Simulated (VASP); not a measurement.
# Sn2GeO2 in VASP: further runs, part 3 of 3

VASP 6.6.1.

## (6) Relaxation of cell and atoms, PBE

This run uses another cell than the first one, of 21.64 Å³/atom, 1.029 times its volume.

INCAR

```
SYSTEM = Sn2GeO2
PREC = Normal
ENCUT = 520
EDIFF = 1E-4
ISMEAR = 0
SIGMA = 0.15
LREAL = .False.
LASPH = .True.
NELM = 60
ALGO = Fast
ISIF = 3
LWAVE = .False.
LCHARG = .False.
GGA = PE
IBRION = 2
NSW = 24
EDIFFG = -0.08
KPAR = 2
```

KPOINTS

```
regular mesh
0
Gamma
  4 4 2
  0 0 0
```

POSCAR

```
Sn2GeO2
1.0
    3.6765633800      0.0000000000      0.0000000000
   -1.8382816900      3.1839972800      0.0000000000
    0.0000000000      0.0000000000      9.2409134200
Sn Ge O
2 1 2
Direct
    0.0000000000      0.0000000000      0.2449210900
    0.0000000000      0.0000000000      0.7550789100
    0.6666666700      0.3333333300      0.5000000000
    0.0000000000      0.0000000000      0.5000000000
    0.3333333300      0.6666666700      0.5000000000
```

Potentials or basis: VASP PAW PBE potentials, release 64 (Sn_d, Ge_d, O).

Command:

```bash
$ cat potpaw_PBE.64/Sn_d/POTCAR potpaw_PBE.64/Ge_d/POTCAR potpaw_PBE.64/O/POTCAR > POTCAR
$ mpirun -np 2 vasp_std > vasp.out
```

OUTCAR:

```text
SYSTEM = Sn2GeO2
   PREC = Normal
   ENCUT = 520
   EDIFF = 1E-4
   ISMEAR = 0
   LREAL = .False.
   LASPH = .True.
   NELM = 60
   ISIF = 3
   GGA = PE
   IBRION = 2
   NSW = 24
   EDIFFG = -0.08

 ion  position               nearest neighbor table
   1  0.000  0.000  0.245-   4 2.36   3 3.17   3 3.17   3 3.17
   2  0.000  0.000  0.755-   4 2.36   3 3.17   3 3.17   3 3.17
   3  0.667  0.333  0.500-   5 2.12   4 2.12   5 2.12   4 2.12   4 2.12   5 2.12   1 3.17   2 3.17
                             2 3.17   1 3.17   2 3.17   1 3.17
   4  0.000  0.000  0.500-   3 2.12   3 2.12   3 2.12   1 2.36   2 2.36
   5  0.333  0.667  0.500-   3 2.12   3 2.12   3 2.12

  LATTYP: Found a hexagonal cell.
 ALAT       =     3.6765633800
 C/A-ratio  =     2.5134650120

  Lattice vectors:

 A1 = (   3.6765633800,   0.0000000000,   0.0000000000)
 A2 = (  -1.8382816900,   3.1839972800,   0.0000000000)
 A3 = (   0.0000000000,   0.0000000000,   9.2409134200)

Analysis of symmetry for initial positions (statically):
=====================================================================
 Subroutine PRICEL returns:
 Original cell was already a primitive cell.

 Routine SETGRP: Setting up the symmetry group for a
 hexagonal supercell.

 Subroutine GETGRP returns: Found 12 space group operations
 (whereof 12 operations were pure point group operations)
 out of a pool of 24 trial point group operations.

The static configuration has the point symmetry D_3h.

Analysis of symmetry for dynamics (positions and initial velocities):
[... 152 lines left out ...]

 E-fermi :   5.3169     XC(G=0):  -9.4134

 val. band max:        5.2748343127   @ k =   0.2500   0.0000   0.5000
 cond. band min:       5.3289540018   @ k =   0.2500   0.2500   0.5000
 fundamental gap:      0.0541196891
 Fermi energy:         5.3168861907

 k-point     1 :       0.0000    0.0000    0.0000
  band No.  band energies     occupation
      1     -19.8510      2.00000
      2     -19.7382      2.00000
      3     -19.7382      2.00000
      4     -19.6914      2.00000
      5     -19.6914      2.00000
      6     -16.8168      2.00000
[... 379 lines left out ...]
  FREE ENERGIE OF THE ION-ELECTRON SYSTEM (eV)
  ---------------------------------------------------
  free  energy   TOTEN  =       -21.4876313943 eV

  energy  without entropy=      -21.4283377069  energy(sigma->0) =      -21.45798455

[... ionic steps 4 to 14 ...]

--------------------------------------- Ionic step       15  -------------------------------------------

 number of electron      54.0000024 magnetization

------------------------ aborting loop because EDIFF is reached ----------------------------------------
[... 73 lines left out ...]
--------------------------------------- Ionic step       17  -------------------------------------------

 number of electron      54.0000023 magnetization

 Free energy of the ion-electron system (eV)
  ---------------------------------------------------
  ext. energy  EPLUGINS =         0.00000000
  ---------------------------------------------------
  free energy    TOTEN  =       -21.91128985 eV

  energy without entropy =      -21.87047335  energy(sigma->0) =      -21.89088160

 E-fermi :   4.0354     XC(G=0):  -8.7718

 val. band max:        4.0329359895   @ k =   0.2500   0.2500   0.0000
 cond. band min:       4.0709399026   @ k =   0.2500   0.0000   0.0000
 fundamental gap:      0.0380039131
 Fermi energy:         4.0353956979

 k-point     1 :       0.0000    0.0000    0.0000
  band No.  band energies     occupation
      1     -20.3846      2.00000
      2     -20.3845      2.00000
      3     -20.3578      2.00000
      4     -20.3578      2.00000
      5     -20.3481      2.00000
      6     -18.3108      2.00000
[... 301 lines left out ...]
  FREE ENERGIE OF THE ION-ELECTRON SYSTEM (eV)
  ---------------------------------------------------
  free  energy   TOTEN  =       -21.9112898520 eV

  energy  without entropy=      -21.8704733459  energy(sigma->0) =      -21.89088160

 reached required accuracy - stopping structural energy minimisation
```

OSZICAR:

```text
N       E                     dE             d eps       ncg     rms          rms(c)
DAV:   1     0.598349708450E+03    0.59835E+03   -0.27780E+04   576   0.314E+03
DAV:   2     0.963798052836E+02   -0.50197E+03   -0.49334E+03   520   0.778E+02
DAV:   3    -0.187820149495E+02   -0.11516E+03   -0.11389E+03   632   0.246E+02
[... 144 lines left out ...]
DAV:   1    -0.219113174680E+02   -0.14329E-03   -0.81507E-03   784   0.873E-01    0.874E-02
RMM:   2    -0.219113069877E+02    0.10480E-04   -0.76595E-04   488   0.198E-01
  16 F= -.21911307E+02 E0= -.21890899E+02  d E =-.189745E-02
       N       E                     dE             d eps       ncg     rms          rms(c)
DAV:   1    -0.219112725289E+02    0.44939E-04   -0.27915E-03   752   0.380E-01    0.671E-02
RMM:   2    -0.219112898520E+02   -0.17323E-04   -0.42836E-04   384   0.128E-01
  17 F= -.21911290E+02 E0= -.21890882E+02  d E =-.188032E-02
```

CONTCAR:

```text
Sn2GeO2
   1.00000000000000
     4.1692398969849913    0.0000000000000000    0.0000000000000000
    -2.0846199484924957    3.6106676572048229   -0.0000000000000000
     0.0000000000000000    0.0000000000000000    8.1821852053948287
  Sn              Ge              O
     2     1     2
Direct
     0.0000000000000000    0.0000000000000000    0.2538949254767013
     0.0000000000000000    0.0000000000000000    0.7461050745232986
     0.6666666699999979    0.3333333300000021    0.5000000000000000
     0.0000000000000000    0.0000000000000000    0.5000000000000000
     0.3333333300000021    0.6666666699999979    0.5000000000000000

  0.00000000E+00  0.00000000E+00  0.00000000E+00
  0.00000000E+00  0.00000000E+00  0.00000000E+00
  0.00000000E+00  0.00000000E+00  0.00000000E+00
  0.00000000E+00  0.00000000E+00  0.00000000E+00
  0.00000000E+00  0.00000000E+00  0.00000000E+00
```

Wall time 64 s (2 MPI ranks of AMD EPYC 9R45 (Zen 5), shared host); peak memory 0.17 GiB.

What came out:

```
Free energy                            : -21.9113 eV
Relaxed volume                         : 24.63 Å³/atom
Relaxed cell                           : a = 4.169 Å, b = 4.169 Å, c = 8.182 Å, α = 90.00°, β = 90.00°, γ = 120.00°
Space group after relaxing (to 0.05 Å) : P-6m2 (No. 187)
Energy gained by relaxing              : 192.0 meV/atom
Ionic steps                            : 17
Pressure after relaxing                : -0.2 GPa
Largest force after relaxing           : 0.070 eV/Å
Band gap on the k mesh                 : none (metal or under the smearing width)
```

Forces on the atoms (eV/Å):
```
Sn   0.000  0.000 -0.070
Sn   0.000  0.000  0.070
Ge   0.000  0.000  0.000
O    0.000  0.000  0.000
O    0.000  0.000  0.000
```

Step by step:
| step | energy change (eV) | largest force (eV/Å) | pressure (GPa) | volume (Å³) |
| --- | --- | --- | --- | --- |
| 1 | 0.0000 | 0.2354 | 4.25 | 108.18 |
| 2 | -0.4225 | 0.8812 | -1.23 | 117.19 |
| 3 | -0.5362 | 1.2677 | -3.35 | 122.98 |
| 4 | -0.9034 | 0.4693 | -0.83 | 121.32 |
| 5 | -0.9478 | 0.3465 | 1.07 | 120.47 |
| 6 | -0.9487 | 0.1606 | 0.84 | 120.58 |
| 7 | -0.9573 | 0.2301 | 0.46 | 122.08 |
| 8 | -0.9579 | 0.2553 | 0.09 | 122.89 |
| 9 | -0.9580 | 0.2340 | 0.50 | 122.60 |
| 10 | -0.9580 | 0.2474 | 0.12 | 122.75 |
| 11 | -0.9580 | 0.2457 | 0.04 | 122.70 |
| 12 | -0.9580 | 0.2407 | 0.33 | 122.64 |
| 13 | -0.9589 | 0.0690 | -0.55 | 123.49 |
| 14 | -0.9598 | 0.1149 | 0.18 | 123.13 |
| 15 | -0.9597 | 0.0158 | -0.52 | 123.26 |
| 16 | -0.9599 | 0.0820 | -0.44 | 123.20 |
| 17 | -0.9599 | 0.0700 | -0.24 | 123.17 |

Final structure:
```
Sn Ge O
1.0
     4.16924    0.00000    0.00000
    -2.08462    3.61067    0.00000
     0.00000    0.00000    8.18219
Sn Ge O
2 1 2
Direct
  0.00000 0.00000 0.25389
  0.00000 0.00000 0.74611
  0.66667 0.33333 0.50000
  0.00000 0.00000 0.50000
  0.33333 0.66667 0.50000
```

Levels at points of the mesh, in eV from the Fermi level:
```tsv
k point	band 24	band 25	band 26	band 27	band 28	band 29	band 30	band 31
(0.00, 0.00, 0.00)	-2.57	-2.57	-1.80	1.27	1.86	2.75	2.75	3.20
(0.50, 0.00, 0.00)	-2.34	-1.26	-0.85	-0.69	-0.17	1.47	1.94	2.05
(0.00, 0.00, 0.50)	-2.57	-2.57	-1.95	1.25	2.52	2.52	3.45	3.45
(0.50, 0.00, 0.50)	-2.26	-1.03	-0.98	-0.69	0.15	1.22	1.83	2.37
```

Caveat: the k mesh is coarse (spacing up to 0.49 Å⁻¹), so the values aren't converged; the relaxation stopped at a loose force limit of 0.08 eV/Å, so its end isn't a converged minimum.

## (7) Summary

| k mesh | gap on the mesh (eV) | pressure (GPa) | relaxed volume (Å³/atom) | largest force (eV/Å) |
| --- | --- | --- | --- | --- |
| 4 × 4 × 3 | none | 0.0 | 23.49 | 0.02 |
| 5 × 5 × 5 | none | -0.2 | 17.04 | 0.01 |
| 3 × 3 × 4 | none | 0.1 | 19.95 | 0.06 |
| 4 × 4 × 2 | none | -0.2 | 24.63 | 0.07 |

Alike in all rows: task relaxation of cell and atoms; level PBE; potentials or basis VASP PAW PBE potentials, release 64 (Sn_d, Ge_d, O); no spin polarisation; cell relaxed; cutoff (eV) 520; smearing gaussian 0.15 eV; the mesh is coarse, so values aren't converged.

Caveats: all runs use coarse meshes; the relaxation stopped at a loose force limit of 0.08 eV/Å, so its end isn't a converged minimum; the standard files for N, O and F lose accuracy on very short bonds (some runs).

Absolute energies hang on the potentials; compare differences alone.
